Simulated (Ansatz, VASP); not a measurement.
# BN: VASP beside Ansatz

One calculation is typed for both programs; each brings its own data sets. How far apart do they land? The cell is taken from a series of runs on this material, whose earlier steps may have relaxed, scaled, displaced or heated it; both programs get it as it stands.

Calculated with Ansatz 0.2.0; plane waves, with VASP 6.6.1 beside it; zone-centre phonons at LDA.

## (1) The starting structure

The structure is cubic, space group F-43m (No. 216). Conventional cell: a = 3.581 Å, b = 3.581 Å, c = 3.581 Å, α = 90.00°, β = 90.00°, γ = 90.00°. Nearest to B lie 4 N at 1.55 Å. N has 4 B at 1.55 Å nearest. Farther neighbours and most contacts between anions are not listed.

Coordinates:

```
B N
1.0
     0.00000    1.79027    1.79027
     1.79027    0.00000    1.79027
     1.79027    1.79027    0.00000
B N
1 1
Direct
  0.00000 0.00000 0.00000
  0.75000 0.75000 0.75000
```

## (2) VASP: zone-centre phonons, LDA

Second derivatives magnify differences that forces hide, and they need a tight electronic threshold.

Lines of VASP's logs that name or quote its potential files are left out, and so is its time.

INCAR reads:

```
SYSTEM = BN
PREC = Accurate
ENCUT = 600
EDIFF = 1E-08
NELM = 120
ISMEAR = 0
SIGMA = 0.01
LREAL = .FALSE.
ALGO = Normal
GGA = PW92
NBANDS = 10
LORBIT = 11
LWAVE = .FALSE.
LCHARG = .FALSE.
ISIF = 2
IBRION = 8
LEPSILON = .TRUE.
LASPH = .TRUE.
GGA_COMPAT = .FALSE.
EFERMI = MIDGAP
```

POSCAR reads:

```
BN
1.0
    0.0000000000      1.7902743999      1.7902743999
    1.7902743999      0.0000000000      1.7902743999
    1.7902743999      1.7902743999      0.0000000000
B N
1 1
Direct
    0.0000000000      0.0000000000      0.0000000000
    0.7500000000      0.7500000000      0.7500000000
```

KPOINTS reads:

```
Automatic mesh
0
Gamma
12 12 12
0 0 0
```

PAW data sets: B and N (LDA family, release 64).

Launch:

```sh
$ mpirun -np 1 vasp_std
```

Numbers of over 12 decimals in the logs are rounded to 6 here.

Log:

```text
[banner, memory and clock lines left out]
running    1 mpi-ranks, on    1 nodes
 distrk:  each k-point on    1 cores,    1 groups
 distr:  one band on    1 cores,    1 groups

 POSCAR found type information on POSCAR B N
 POSCAR found :  2 types and       2 ions
|                                                                             |
|               ----> ADVICE to this user running VASP <----                  |
|                                                                             |
|     You enforced a specific xc type in the INCAR file but a different       |
|     [... a line on the potential file left out ...]
|     I HOPE YOU KNOW WHAT YOU ARE DOING!                                     |
|                                                                             |

 LDA part: xc-table for (Slater(with rela. corr.)+PW92), standard interpolation
 POSCAR, INCAR and KPOINTS ok, starting setup
 FFT: planning ... GRIDC
 FFT: planning ... GRID_SOFT
 FFT: planning ... GRID
 WAVECAR not read
 entering main loop
       N       E                     dE             d eps       ncg     rms          rms(c)
DAV:   1     0.125969612450E+02    0.12597E+02   -0.54889E+03  1480   0.888E+02
DAV:   2    -0.201211567608E+02   -0.32718E+02   -0.31616E+02  1694   0.171E+02
DAV:   3    -0.206261612721E+02   -0.50500E+00   -0.50384E+00  1654   0.191E+01
DAV:   4    -0.206268116501E+02   -0.65038E-03   -0.65037E-03  1598   0.806E-01
DAV:   5    -0.206268122698E+02   -0.61968E-06   -0.61967E-06  1624   0.250E-02    0.666E+00
DAV:   6    -0.195897391349E+02    0.10371E+01   -0.33493E+00  1464   0.114E+01    0.316E+00
DAV:   7    -0.194706612140E+02    0.11908E+00   -0.99953E-02  1594   0.274E+00    0.179E+00
DAV:   8    -0.194381576046E+02    0.32504E-01   -0.50306E-02  1612   0.161E+00    0.188E-01
DAV:   9    -0.194380074878E+02    0.15012E-03   -0.86406E-04  1568   0.280E-01    0.817E-02
DAV:  10    -0.194379918923E+02    0.15596E-04   -0.44144E-05  1618   0.673E-02    0.138E-02
DAV:  11    -0.194379923697E+02   -0.47739E-06   -0.17484E-06  1614   0.964E-03    0.613E-03
DAV:  12    -0.194379923014E+02    0.68298E-07   -0.49387E-07  1596   0.443E-03    0.216E-04
DAV:  13    -0.194379923019E+02   -0.51932E-09   -0.76524E-09   926   0.901E-04
   1 F= -.19437992E+02 E0= -.19437992E+02  d E =0.000000E+00
 Linear response reoptimize wavefunctions to high precision
DAV:   1    -0.194379923019E+02    0.28535E-10   -0.19886E-10   972   0.172E-04
 Linear response G [H, r] |phi>, progress :
  Direction:   1
       N       E                     dE             d eps       ncg     rms
RMM:   1    -0.377522272456E+02   -0.37752E+02   -0.33469E+01  3308   0.505E+01
RMM:   2    -0.321473533442E+02    0.56049E+01   -0.17457E+00  2304   0.881E+00
RMM:   3    -0.320754601396E+02    0.71893E-01   -0.58945E-02  2436   0.352E-01
RMM:   4    -0.320702090034E+02    0.52511E-02   -0.47261E-03  2535   0.203E-02
RMM:   5    -0.320693390403E+02    0.86996E-03    0.39803E-03  2477   0.173E-03
RMM:   6    -0.320694891974E+02   -0.15016E-03    0.24519E-03  2111   0.514E-04
RMM:   7    -0.320694378221E+02    0.51375E-04    0.29807E-03  1775   0.435E-04
RMM:   8    -0.320694416637E+02   -0.38417E-05    0.29523E-03  1825   0.434E-04
RMM:   9    -0.320694599246E+02   -0.18261E-04    0.27511E-03  1697   0.434E-04
RMM:  10    -0.320694124627E+02    0.47462E-04    0.32496E-03  1514   0.434E-04
 Linear response G [H, r] |phi>, progress :
  Direction:   2
       N       E                     dE             d eps       ncg     rms
RMM:   1    -0.348273821711E+02   -0.34827E+02   -0.22405E+01  3317   0.480E+01
RMM:   2    -0.327072949199E+02    0.21201E+01   -0.15512E+00  2292   0.746E+00
RMM:   3    -0.326223894891E+02    0.84905E-01   -0.64126E-02  2440   0.301E-01
RMM:   4    -0.326165804617E+02    0.58090E-02   -0.49119E-03  2587   0.174E-02
RMM:   5    -0.326156955430E+02    0.88492E-03    0.39419E-03  2504   0.147E-03
RMM:   6    -0.326158441059E+02   -0.14856E-03    0.24620E-03  2134   0.409E-04
RMM:   7    -0.326157776412E+02    0.66465E-04    0.31262E-03  1822   0.341E-04
RMM:   8    -0.326157775919E+02    0.49293E-07    0.31241E-03  1899   0.341E-04
RMM:   9    -0.326158153679E+02   -0.37776E-04    0.27496E-03  1803   0.341E-04
RMM:  10    -0.326157632616E+02    0.52106E-04    0.32670E-03  1613   0.341E-04
 Linear response G [H, r] |phi>, progress :
  Direction:   3
       N       E                     dE             d eps       ncg     rms
RMM:   1    -0.254967948357E+02   -0.25497E+02    0.72376E+01  3116   0.507E+01
RMM:   2    -0.237587049853E+02    0.17381E+01   -0.94024E-01  2272   0.844E+00
RMM:   3    -0.237565626906E+02    0.21423E-02   -0.31253E-03  2458   0.376E-01
RMM:   4    -0.237565190905E+02    0.43600E-04   -0.14824E-05  2547   0.241E-02
RMM:   5    -0.237565189205E+02    0.17005E-06   -0.16047E-06  2452   0.215E-03
RMM:   6    -0.237565189290E+02   -0.84951E-08   -0.15913E-06  2089   0.524E-04
RMM:   7    -0.237565189212E+02    0.77940E-08   -0.15431E-06  1725   0.402E-04
RMM:   8    -0.237565189225E+02   -0.13129E-08   -0.15767E-06  1713   0.398E-04
RMM:   9    -0.237565189239E+02   -0.13798E-08   -0.16117E-06  1577   0.398E-04
RMM:  10    -0.237565189242E+02   -0.30004E-09   -0.16339E-06  1398   0.398E-04
 Linear response to external field (no local field effect), progress :
  Direction:   1
[...]
RMM:   3    -0.750356598308E-01   -0.54478E-06   -0.26564E-07  2342   0.411E-03
RMM:   4    -0.750356610402E-01   -0.12093E-08   -0.23538E-09  2154   0.202E-04
 change of polarisation eV/A/(eV/A) component  3 :     0.031    -0.040     0.150
 dielectric tensor                  component  3 :     0.493    -0.628     3.366
 Linear response to external field, progress :
  Direction:   1
       N       E                     dE             d eps       ncg     rms          rms(c)
RMM:   1    -0.117413008578E+00   -0.11741E+00   -0.35043E-01 12586   0.183E+00
RMM:   2    -0.117798503307E+00   -0.38549E-03   -0.26871E-04  9031   0.136E-01    0.574E-01
RMM:   3    -0.115538965513E+00    0.22595E-02   -0.94587E-04  8861   0.238E-01    0.337E-01
RMM:   4    -0.119246831470E+00   -0.37079E-02   -0.13928E-03  9113   0.289E-01    0.369E-02
RMM:   5    -0.119706508711E+00   -0.45968E-03   -0.14836E-05  9277   0.311E-02    0.410E-03
RMM:   6    -0.119720607164E+00   -0.14098E-04   -0.26200E-08  9415   0.169E-03    0.217E-03
RMM:   7    -0.119729391307E+00   -0.87841E-05   -0.82993E-09  9376   0.833E-04    0.963E-05
RMM:   8    -0.119729604240E+00   -0.21293E-06   -0.17922E-09  5730   0.454E-05    0.251E-05
RMM:   9    -0.119729587233E+00    0.17007E-07   -0.18783E-09  4945   0.503E-05    0.214E-06
 change of polarisation eV/A/(eV/A) component  1 :     0.226     0.041     0.026
 dielectric tensor                  component  1 :     4.561     0.643     0.408
 Linear response to external field, progress :
  Direction:   2
       N       E                     dE             d eps       ncg     rms          rms(c)
RMM:   1    -0.117412725047E+00   -0.11741E+00   -0.35042E-01 12586   0.183E+00
RMM:   2    -0.117798538462E+00   -0.38581E-03   -0.26142E-04  9029   0.135E-01    0.574E-01
RMM:   3    -0.115539000207E+00    0.22595E-02   -0.94423E-04  8865   0.238E-01    0.337E-01
RMM:   4    -0.119246907396E+00   -0.37079E-02   -0.13903E-03  9114   0.289E-01    0.369E-02
RMM:   5    -0.119706612502E+00   -0.45971E-03   -0.14807E-05  9280   0.311E-02    0.410E-03
RMM:   6    -0.119720715239E+00   -0.14103E-04   -0.25300E-08  9413   0.169E-03    0.217E-03
RMM:   7    -0.119729500977E+00   -0.87857E-05   -0.83318E-09  9380   0.831E-04    0.960E-05
RMM:   8    -0.119729706329E+00   -0.20535E-06   -0.17541E-09  5616   0.428E-05    0.260E-05
RMM:   9    -0.119729697526E+00    0.88026E-08   -0.18222E-09  5048   0.498E-05    0.233E-06
 change of polarisation eV/A/(eV/A) component  2 :     0.030     0.226     0.027
 dielectric tensor                  component  2 :     0.469     4.561     0.422
 Linear response to external field, progress :
  Direction:   3
       N       E                     dE             d eps       ncg     rms          rms(c)
RMM:   1    -0.117412813597E+00   -0.11741E+00   -0.35042E-01 12586   0.183E+00
RMM:   2    -0.117798502214E+00   -0.38569E-03   -0.26825E-04  9031   0.136E-01    0.574E-01
RMM:   3    -0.115538980152E+00    0.22595E-02   -0.94581E-04  8861   0.238E-01    0.337E-01
RMM:   4    -0.119246931814E+00   -0.37080E-02   -0.13927E-03  9112   0.289E-01    0.369E-02
RMM:   5    -0.119706594639E+00   -0.45966E-03   -0.14836E-05  9279   0.311E-02    0.410E-03
RMM:   6    -0.119720706569E+00   -0.14112E-04   -0.26314E-08  9407   0.169E-03    0.217E-03
RMM:   7    -0.119729488300E+00   -0.87817E-05   -0.82717E-09  9372   0.833E-04    0.958E-05
RMM:   8    -0.119729692064E+00   -0.20376E-06   -0.17446E-09  5611   0.441E-05    0.264E-05
RMM:   9    -0.119729685013E+00    0.70511E-08   -0.18428E-09  5068   0.516E-05    0.238E-06
 change of polarisation eV/A/(eV/A) component  3 :     0.025     0.042     0.226
 dielectric tensor                  component  3 :     0.393     0.658     4.561
 Linear response DOF=           2
 Linear response progress:
  Degree of freedom:   1/  2
       N       E                     dE             d eps       ncg     rms          rms(c)
RMM:   1    -0.419855382826E-01   -0.41986E-01   -0.25375E-02 14146   0.135E+00
RMM:   2    -0.363096139254E-01    0.56759E-02    0.68877E-04  8611   0.242E-01    0.149E-01
RMM:   3    -0.363634872530E-01   -0.53873E-04    0.29250E-04  8928   0.789E-02    0.833E-02
RMM:   4    -0.366648219348E-01   -0.30133E-03    0.15114E-04  8954   0.897E-02    0.766E-03
RMM:   5    -0.366814420247E-01   -0.16620E-04    0.39957E-05  9198   0.730E-03    0.111E-03
RMM:   6    -0.366826934445E-01   -0.12514E-05    0.58022E-06  9200   0.529E-04    0.415E-04
RMM:   7    -0.366807330877E-01    0.19604E-05    0.28125E-06  9321   0.396E-04    0.436E-05
RMM:   8    -0.366807643338E-01   -0.31246E-07    0.32725E-06  9400   0.368E-05    0.103E-05
RMM:   9    -0.366807150858E-01    0.49248E-07    0.32229E-06  9494   0.205E-05    0.847E-07
RMM:  10    -0.366807210355E-01   -0.59498E-08    0.31624E-06  6400   0.134E-05    0.339E-07
RMM:  11    -0.366807211278E-01   -0.92283E-10    0.34014E-06  5312   0.134E-05    0.115E-08
 first order change of Fermi-energy  -0.19801E+01
 force on displaced ion       1 direction 1 : -25.686   0.000   0.000
 Born effective charge ion    1 direction 1 :   1.874   0.000   0.000
 Linear response progress:
  Degree of freedom:   2/  2
       N       E                     dE             d eps       ncg     rms          rms(c)
RMM:   1    -0.230082378441E+00   -0.23008E+00    0.10412E-01 11337   0.333E+00
RMM:   2    -0.224176773247E+00    0.59056E-02   -0.22461E-03  8646   0.441E-01    0.232E-01
RMM:   3    -0.225144330115E+00   -0.96756E-03   -0.45913E-04  8352   0.161E-01    0.125E-01
RMM:   4    -0.227200157443E+00   -0.20558E-02   -0.42456E-04  8085   0.157E-01    0.233E-02
RMM:   5    -0.227257573347E+00   -0.57416E-04   -0.16206E-05  9271   0.232E-02    0.874E-04
RMM:   6    -0.227265069645E+00   -0.74963E-05   -0.31602E-06  9117   0.116E-03    0.403E-04
RMM:   7    -0.227263059621E+00    0.20100E-05   -0.26777E-06  9376   0.392E-04    0.467E-05
RMM:   8    -0.227262852409E+00    0.20721E-06   -0.25795E-06  9353   0.490E-05    0.195E-05
RMM:   9    -0.227262780461E+00    0.71948E-07   -0.24714E-06  9675   0.447E-05    0.928E-07
RMM:  10    -0.227262812925E+00   -0.32463E-07   -0.27885E-06  7186   0.314E-05    0.450E-07
RMM:  11    -0.227262767311E+00    0.45614E-07   -0.22965E-06  6517   0.314E-05    0.222E-08
 first order change of Fermi-energy   0.19803E+01
 force on displaced ion       2 direction 1 : -25.674   0.000   0.000
 Born effective charge ion    2 direction 1 :  -1.874   0.000   0.000
 Born effective charges drift removed
 Linear response finished
```

From OUTCAR (step 2):

```text
ion  position               nearest neighbor table
   1  0.000  0.000  0.000-   2 1.55   2 1.55   2 1.55   2 1.55
   2  0.750  0.750  0.750-   1 1.55   1 1.55   1 1.55   1 1.55

  LATTYP: Found a face centered cubic cell.
 ALAT       =     3.5805487998

 Subroutine GETGRP returns: Found 24 space group operations
 (whereof 24 operations were pure point group operations)

The static configuration has the point symmetry T_d .

 Found     72 irreducible k-points:

   k-points           NKPTS =     72   k-points in BZ     NKDIM =     72   number of bands    NBANDS=     10

   dimension x,y,z NGX =    20 NGY =   20 NGZ =   20
   dimension x,y,z NGXF=    40 NGYF=   40 NGZF=   40

   ENCUT  =  600.0 eV  44.10 Ry    6.64 a.u.   5.06  5.06  5.06*2*pi/ulx,y,z

   NELECT =       8.0000    total number of electrons

 k-points in reciprocal lattice and weights: Automatic mesh
   0.00000000  0.00000000  0.00000000       0.001
   0.08333333  0.00000000  0.00000000       0.005
   0.16666667  0.00000000  0.00000000       0.005
   0.25000000  0.00000000  0.00000000       0.005
   0.33333333  0.00000000  0.00000000       0.005
   0.41666667  0.00000000  0.00000000       0.005
   0.50000000  0.00000000  0.00000000       0.002
   0.08333333  0.08333333  0.00000000       0.003
   0.16666667  0.08333333  0.00000000       0.014
[...]
-0.33333333  0.50000000  0.16666667       0.007
  -0.25000000  0.50000000  0.25000000       0.003

 average (electrostatic) potential at core
       1 -29.1779       2 -59.7800

  Total        0.0107880      0.0107880      0.0107880     -0.0000000      0.0000000      0.0000000
  in kB        1.5061346      1.5061346      1.5061346     -0.0000000      0.0000000      0.0000000
  external PRESSURE =       1.5061346 kB  Pullay stress =       0.0000000 kB

  energy-cutoff  :      600.00
  volume of cell :       11.48
      direct lattice vectors                 reciprocal lattice vectors
     0.000000000  1.790274400  1.790274400    -0.279286795  0.279286795  0.279286795
     1.790274400  0.000000000  1.790274400     0.279286795 -0.279286795  0.279286795
     1.790274400  1.790274400  0.000000000     0.279286795  0.279286795 -0.279286795

 POSITION                                       TOTAL-FORCE (eV/Angst)
 -----------------------------------------------------------------------------------
      0.00000      0.00000      0.00000         0.000000      0.000000      0.000000
      2.68541      2.68541      2.68541        -0.000000     -0.000000     -0.000000
 -----------------------------------------------------------------------------------
    total drift:                                0.000000      0.000000      0.000000

 MACROSCOPIC STATIC DIELECTRIC TENSOR (including local field effects in DFT)
 ------------------------------------------------------
           4.561282    -0.000000     0.000000
          -0.000000     4.561282    -0.000000
           0.000000    -0.000000     4.561282
 ------------------------------------------------------

 PIEZOELECTRIC TENSOR (including local field effects)  for field in x, y, z        (C/m^2)
          XX          YY          ZZ          XY          YZ          ZX
  --------------------------------------------------------------------------------
  x    -0.00000    -0.00000    -0.00000     0.00000     1.03017     0.00000
  y     0.00000    -0.00000     0.00000     0.00000     0.00000     1.03017
  z     0.00000     0.00000    -0.00000     1.03017     0.00000     0.00000

 BORN EFFECTIVE CHARGES (including local field effects) (in |e|, cummulative output)
 ---------------------------------------------------------------------------------
 ion    1
    1     1.87389     0.00000     0.00000
    2     0.00000     1.87389    -0.00000
    3     0.00000    -0.00000     1.87389
 ion    2
    1    -1.87389    -0.00000    -0.00000
    2    -0.00000    -1.87389     0.00000
    3    -0.00000     0.00000    -1.87389

 Eigenvectors and eigenvalues of the dynamical matrix
 ----------------------------------------------------

   1 f  =   32.075588 THz   201.536861 2PiTHz 1069.926436 cm-1   132.653912 meV
             X         Y         Z           dx          dy          dz
      0.000000  0.000000  0.000000     0.000000    0.751263    0.000000
      2.685412  2.685412  2.685412     0.000000   -0.660003    0.000000

   2 f  =   32.075588 THz   201.536861 2PiTHz 1069.926436 cm-1   132.653912 meV
             X         Y         Z           dx          dy          dz
      0.000000  0.000000  0.000000     0.751263    0.000000    0.000000
      2.685412  2.685412  2.685412    -0.660003    0.000000    0.000000

   3 f  =   32.075588 THz   201.536861 2PiTHz 1069.926436 cm-1   132.653912 meV
             X         Y         Z           dx          dy          dz
      0.000000  0.000000  0.000000     0.000000    0.000000    0.751263
      2.685412  2.685412  2.685412     0.000000    0.000000   -0.660003

   4 f/i=    0.003636 THz     0.022847 2PiTHz    0.121292 cm-1     0.015038 meV
             X         Y         Z           dx          dy          dz
      0.000000  0.000000  0.000000    -0.660003    0.000000    0.000000
      2.685412  2.685412  2.685412    -0.751263    0.000000    0.000000

   5 f/i=    0.003636 THz     0.022847 2PiTHz    0.121292 cm-1     0.015038 meV
             X         Y         Z           dx          dy          dz
      0.000000  0.000000  0.000000     0.000000   -0.660003    0.000000
      2.685412  2.685412  2.685412     0.000000   -0.751263    0.000000

   6 f/i=    0.003636 THz     0.022847 2PiTHz    0.121292 cm-1     0.015038 meV
             X         Y         Z           dx          dy          dz
      0.000000  0.000000  0.000000     0.000000    0.000000   -0.660003
      2.685412  2.685412  2.685412     0.000000    0.000000   -0.751263

 MACROSCOPIC STATIC DIELECTRIC TENSOR IONIC CONTRIBUTION
 ------------------------------------------------------
           2.156095    -0.000000    -0.000000
          -0.000000     2.156095     0.000000
          -0.000000     0.000000     2.156095
 ------------------------------------------------------

 ELASTIC MODULI CONTR FROM IONIC RELAXATION (kBar)
 Direction    XX          YY          ZZ          XY          YZ          ZX
 --------------------------------------------------------------------------------
 XX           0.0000      0.0000      0.0000      0.0000      0.0000      0.0000
 YY           0.0000      0.0000      0.0000      0.0000      0.0000      0.0000
 ZZ           0.0000      0.0000      0.0000      0.0000      0.0000      0.0000
 XY           0.0000      0.0000      0.0000    -39.6134      0.0000     -0.0000
 YZ           0.0000      0.0000      0.0000      0.0000    -39.6134      0.0000
 ZX           0.0000      0.0000      0.0000     -0.0000      0.0000    -39.6134
 --------------------------------------------------------------------------------

 PIEZOELECTRIC TENSOR IONIC CONTR  for field in x, y, z        (C/m^2)
          XX          YY          ZZ          XY          YZ          ZX
  --------------------------------------------------------------------------------
  x     0.00000     0.00000     0.00000     0.00000    -0.27500     0.00000
  y     0.00000     0.00000     0.00000    -0.00000     0.00000    -0.27500
  z     0.00000     0.00000     0.00000    -0.27500     0.00000    -0.00000
```

(Part 1 of 2 ends here.)

[Lines on the potential files, build, host, timing and source positions are cut from VASP's logs without a mark.]

[Logs are printed without paths, hosts, clocks, repeated set-up lines and the standing remarks that a program may print on its own settings, such as how far it seeks lower states.]

[Hosts, paths, dates, database ids (printed as entryN), source tags and the programs' standing remarks are cut or masked in the printed files.]
